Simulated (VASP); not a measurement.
These are PBEsol GGA, VASP's PBE PAW potentials (set 64) (plane waves; VASP 6.6.1) values and carry that method's errors.

The input files of a VASP run:

INCAR:
```
SYSTEM  =  Al2Ga2As4
PREC  =  Accurate; ENCUT  =  400; LREAL  =  .FALSE.
LASPH  =  .TRUE.
EDIFF  =  1E-7; NELM  =  100; ALGO  =  Normal
LMAXMIX  =  4
ISMEAR  =  -5
GGA  =  PS
ISIF  =  2
LWAVE  =  .FALSE.; LCHARG  =  .TRUE.; LORBIT  =  11
NEDOS  =  601
```

POSCAR:
```
Al2Ga2As4
1
    5.6708159299     0.0000000000     0.0000000000
    0.0000000000     5.6708159299     0.0000000000
    0.0000000000     0.0000000000     5.6694807756
Ga As Al
2 4 2
Direct
  0.0000000000   0.0000000000   0.0000000000
  0.5000000000   0.5000000000   0.0000000000
  0.2500000000   0.2500000000   0.2500114206
  0.7500000000   0.7500000000   0.2500114206
  0.7500000000   0.2500000000   0.7499885794
  0.2500000000   0.7500000000   0.7499885794
  0.5000000000   0.0000000000   0.5000000000
  0.0000000000   0.5000000000   0.5000000000
```

**KPOINTS**
```
Automatic
0
gamma
  5 5 5
0 0 0
```

POTCAR, in this order: Ga_d As Al (PBE.64 set). Program: vasp_std.

Q: What does the run give for the energy per atom (σ→0), band gap (on the k-mesh)?

A: 
```yaml
energy per atom (σ→0): -4784 meV/atom
band gap (on the k-mesh): 1.01 eV
```

OSZICAR:
```
...
DAV:   9    -0.382748078260E+02   -0.23643E-04   -0.76945E-03  1516   0.129E+00    0.751E-02
DAV:  10    -0.382749539896E+02   -0.14616E-03   -0.86057E-04  1409   0.212E-01    0.378E-02
DAV:  11    -0.382750498034E+02   -0.95814E-04   -0.15455E-04  1496   0.646E-02    0.105E-02
DAV:  12    -0.382750487472E+02    0.10562E-05   -0.86029E-06  1434   0.205E-02    0.615E-03
DAV:  13    -0.382750490155E+02   -0.26836E-06   -0.22888E-06  1430   0.107E-02    0.185E-03
DAV:  14    -0.382750492116E+02   -0.19605E-06   -0.22634E-07   977   0.594E-03    0.440E-04
DAV:  15    -0.382750493018E+02   -0.90191E-07   -0.79626E-08   894   0.181E-03
   1 F= -.38275049E+02 E0= -.38275049E+02  d E =0.000000E+00
```

The structure was generated: Al2Ga2As4 was put into an ordered model structure (P-4m2), which need not be its known phase. It was relaxed first.
